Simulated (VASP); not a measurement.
Crystal: Mg6FeBi.

```
Bi Fe Mg
1.0
     5.00498    0.00000    0.00000
     0.00000    3.16472    5.46485
     0.00000   -3.16472    5.46485
Bi Fe Mg
1 1 6
Direct
  0.50000 0.67078 0.67078
  0.00000 0.84742 0.84742
  0.50000 0.16847 0.16847
  0.50000 0.67487 0.15041
  0.50000 0.15041 0.67487
  0.00000 0.33396 0.33396
  0.00000 0.84040 0.31372
  0.00000 0.31372 0.84040
```

The cell comes from a database or a generator and needn't be the stable form of this composition.

* Program: VASP 6.6.1
* Task: single point
* Functional: PBE
* Potentials or basis: VASP PAW PBE potentials, release 64 (Bi_d, Fe, Mg)
* Cutoff: 520 eV
* k mesh: 6 × 5 × 5
* Occupations: fermi-dirac, width 0.05 eV
* Spin: collinear spin, ferromagnetic start
* Starting moments: [0.0, 3.0, 0.0, 0.0, 0.0, 0.0, 0.0, 0.0] μB

On this cell: pressure 0.0 GPa; largest force 0.132 eV/Å; net moment 2.47 μB per cell; site moments Bi -0.01; Fe +2.66; Mg +0.01, -0.01 μB; band gap on the k mesh none (metal or under the smearing width).

The same run follows on a disturbed copy (atoms moved at random, drawn with an rms of 0.05 Å):

```
CELL_PARAMETERS angstrom
5.00498 0.00000 0.00000
0.00000 3.16472 5.46485
0.00000 -3.16472 5.46485
ATOMIC_POSITIONS crystal
Bi 0.49656 0.66593 0.67073
Fe 0.00109 0.85289 0.84734
Mg 0.49371 0.16042 0.17554
Mg 0.50696 0.66570 0.15574
Mg 0.49611 0.15313 0.67326
Mg 0.00617 0.33381 0.34179
Mg 0.99944 0.84148 0.31247
Mg 0.00538 0.32174 0.83495
```

Question: What does the disturbed cell give?

Answer: The energy (extrapolated to zero smearing) moves by +2.6 meV/atom; pressure 0.1 GPa; largest force 0.271 eV/Å; net moment 2.50 μB per cell; site moments Bi -0.01; Fe +2.68; Mg +0.01, -0.01 μB; band gap on the k mesh none (metal or under the smearing width).

Forces on the atoms (eV/Å):
```
Bi   0.070  0.022  0.108
Fe   0.006 -0.027  0.110
Mg   0.161  0.108 -0.004
Mg  -0.051  0.122 -0.028
Mg   0.137 -0.139 -0.049
Mg  -0.134  0.040 -0.194
Mg  -0.008  0.062 -0.008
Mg  -0.182 -0.189  0.066
```

Stress tensor (GPa, compression positive):
```
-0.42 -0.09  0.08
-0.09  0.43  0.03
 0.08  0.03  0.20
```

Caveats: spin-orbit coupling is left out, which moves the levels of the heavy elements.
